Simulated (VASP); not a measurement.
Crystal: TiTe2.

```
Ti Te
1.0
     3.77700    0.00000    0.00000
    -1.88850    3.27098    0.00000
     0.00000    0.00000    6.49800
Ti Te
1 2
Direct
  0.00000 0.00000 0.00000
  0.66667 0.33333 0.26280
  0.33333 0.66667 0.73720
```

| Item | Value |
| --- | --- |
| Program | VASP 6.6.1 |
| Task | relaxation of cell and atoms |
| Functional | PBE |
| Dispersion | D3(BJ) |
| Potentials or basis | VASP PAW PBE potentials, release 64 (Ti_sv, Te) |
| Cutoff | 600 eV |
| k mesh | 12 × 12 × 6 |
| Occupations | methfessel-paxton, width 0.1 eV |
| Spin | no spin polarisation |

At the start: pressure -2.1 GPa; volume 26.76 Å³/atom.

How do energy, volume and symmetry change on relaxing?

Over 9 steps the energy falls by 12.1 meV/atom and the volume is 25.14 Å³/atom (-6.0 %); space group P-3m1 (No. 164, to 0.05 Å).

The path:
```csv
step,energy change (eV),largest force (eV/Å),pressure (GPa),volume (Å³)
1,0.0000,0.0447,-2.05,80.28
2,-0.0162,0.4485,1.15,76.36
3,-0.0195,0.3277,0.16,77.47
4,-0.0287,0.2023,0.06,76.86
5,-0.0320,0.0649,-0.02,76.22
6,-0.0340,0.0396,-0.08,76.08
7,-0.0362,0.0333,-0.26,75.69
8,-0.0352,0.0644,0.55,74.81
9,-0.0364,0.0051,-0.02,75.43
```

Final structure:
```
Ti Te
1.0
     3.69849    0.00000    0.00000
    -1.84925    3.20299    0.00000
     0.00000    0.00000    6.36744
Ti Te
1 2
Direct
  0.00000 0.00000 0.00000
  0.66667 0.33333 0.27172
  0.33333 0.66667 0.72828
```
